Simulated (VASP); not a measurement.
Calculation: PBE GGA with D3 dispersion (Becke-Johnson damping), VASP's PBE PAW potentials (set 64) (plane waves; VASP).

VASP input:

INCAR:
```
# general
SYSTEM  =  BP
PREC    =  Accurate
ENCUT   =  520   # plane-wave cut-off (eV)
LREAL   =  .False.
LASPH   =  .True.   # aspherical one-centre terms

# electronic loop
EDIFF   =  1E-6   # SCF stop (eV)
NELM    =  100
ALGO    =  Normal

# smearing
ISMEAR  =  0   # Gaussian
SIGMA   =  0.05

# functional
GGA     =  PE   # PBE
IVDW    =  12

# ions
IBRION  =  2
NSW     =  60   # most ionic steps
ISIF    =  3   # ions, shape and volume
EDIFFG  =  -0.01

# output
LWAVE   =  .False.
LCHARG  =  .False.
```

File KPOINTS:
```
Regular mesh
0
gamma
 9 9 9
```

File POSCAR:
```
BP
1
    0.0000000000     2.2526418555     2.2526418555
    2.2526418555     0.0000000000     2.2526418555
    2.2526418555     2.2526418555     0.0000000000
B P
1 1
Direct
  0.0000000000   0.0000000000   0.0000000000
  0.2500000000   0.2500000000   0.2500000000
```

POTCAR, in this order: B P (PBE.64 set). Program: vasp_std.

Q: What will the output report for the number of irreducible k-points (NKPTS), largest plane-wave count, number of space-group operations, FFT grid (NGX, NGY, NGZ)?

A: 
| Quantity | Value |
|---|---|
| number of irreducible k-points (NKPTS) | 35 |
| largest plane-wave count | 625 |
| number of space-group operations | 24 |
| FFT grid (NGX, NGY, NGZ) | 24 × 24 × 24 |

The compound is BP in the zinc blende structure. It was relaxed first. The start is the result of an earlier pass.
